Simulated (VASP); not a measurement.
```
CELL_PARAMETERS angstrom
      0.00000     2.19928     2.19928
      2.19928     0.00000     2.19928
      2.19928     2.19928     0.00000
ATOMIC_POSITIONS crystal
  Si 0.00000 0.00000 0.00000
  C  0.25000 0.25000 0.25000
```

Method: RPBE GGA, VASP's PBE PAW potentials (set 64) (plane waves; VASP). Numerical set-up: 520 eV cut-off, 10×10×10 Γ-centred mesh, Gaussian smearing of 0.050 eV, potentials Si C.

Estimate the energy per atom (σ→0), band gap (on the k-mesh) with the smallest direct gap where there is one.

```
Property                                          Value
-----------------------------------  ------------------
band gap (on the k-mesh)                        1.39 eV
smallest direct gap (on the k-mesh)             4.51 eV
energy per atom (σ→0)                -691.1 kJ/mol-atom
```

Only differences to runs with the same potentials and settings are physical.

The compound is SiC in the zinc blende structure. It was relaxed first.
